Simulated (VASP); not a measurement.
These are AM05 GGA, VASP's PBE PAW potentials (set 64) (plane waves; VASP) values and carry that method's errors.

VASP input:

### POSCAR
```
Pd
1.0
  0.0000000000   1.9344870544   1.9344870544
  1.9344870544   0.0000000000   1.9344870544
  1.9344870544   1.9344870544   0.0000000000
Pd
1
Cart
  0.0000000000   0.0000000000   0.0000000000
```

File KPOINTS:
```
K-points
0
gamma
  16 16 16
```

**INCAR**
```
SYSTEM=Pd
PREC=Accurate; ENCUT=520; LREAL=F
LASPH=T
EDIFF=1E-7; NELM=100; ALGO=Normal
LMAXMIX=4
ISMEAR=1; SIGMA=0.1
GGA=AM
ISIF=2
LWAVE=F; LCHARG=F
```

POTCAR, in this order: Pd (PBE.64 set). Program: vasp_std.

The run wrote:

File OSZICAR:
```
       N       E                     dE             d eps       ncg     rms          rms(c)
DAV:   1     0.382433497665E+02    0.38243E+02   -0.53555E+03  2626   0.105E+03
DAV:   2    -0.564948485088E+01   -0.43893E+02   -0.42847E+02  2780   0.195E+02
DAV:   3    -0.602304248026E+01   -0.37356E+00   -0.37201E+00  2998   0.210E+01
DAV:   4    -0.602490623596E+01   -0.18638E-02   -0.18636E-02  3005   0.141E+00
DAV:   5    -0.602492715206E+01   -0.20916E-04   -0.20917E-04  3065   0.131E-01    0.868E+00
DAV:   6    -0.567881340438E+01    0.34611E+00   -0.15816E+00  2663   0.120E+01    0.398E+00
DAV:   7    -0.566549797847E+01    0.13315E-01   -0.10658E-02  2952   0.946E-01    0.210E+00
DAV:   8    -0.566059715386E+01    0.49008E-02   -0.13245E-03  2828   0.288E-01    0.647E-02
DAV:   9    -0.566060091829E+01   -0.37644E-05   -0.12485E-05  3659   0.405E-02    0.126E-02
DAV:  10    -0.566060483352E+01   -0.39152E-05   -0.14478E-06  2946   0.111E-02    0.158E-03
DAV:  11    -0.566060479636E+01    0.37162E-07   -0.22266E-08  1815   0.155E-03
   1 F= -.56606048E+01 E0= -.56606225E+01  d E =0.531307E-04
```

OUTCAR:
```
------------------------ aborting loop because EDIFF is reached ----------------------------------------
  FORCE on cell =-STRESS in cart. coord.  units (eV):
  Direction    XX          YY          ZZ          XY          YZ          ZX
  --------------------------------------------------------------------------------------
  Total       -0.0035313     -0.0035313     -0.0035313      0.0000000      0.0000000     -0.0000000
  in kB       -0.3907672     -0.3907672     -0.3907672      0.0000000      0.0000000     -0.0000000
  external PRESSURE =      -0.3907672 kB  Pullay stress =       0.0000000 kB
  volume of cell :       14.48
      direct lattice vectors                 reciprocal lattice vectors
     0.000000000  1.934487054  1.934487054    -0.258466449  0.258466449  0.258466449
     1.934487054  0.000000000  1.934487054     0.258466449 -0.258466449  0.258466449
     1.934487054  1.934487054  0.000000000     0.258466449  0.258466449 -0.258466449
 POSITION                                       TOTAL-FORCE (eV/Angst)
 -----------------------------------------------------------------------------------
      0.00000      0.00000      0.00000         0.000000     -0.000000     -0.000000
 -----------------------------------------------------------------------------------
    total drift:                               -0.000000     -0.000000     -0.000000
  FREE ENERGIE OF THE ION-ELECTRON SYSTEM (eV)
  ---------------------------------------------------
  free  energy   TOTEN  =        -5.6606047964 eV

  energy  without entropy=       -5.6606579271  energy(sigma->0) =       -5.66062251
```
(Selected blocks of OUTCAR.)

The compound is Pd in the fcc structure. It was relaxed first.
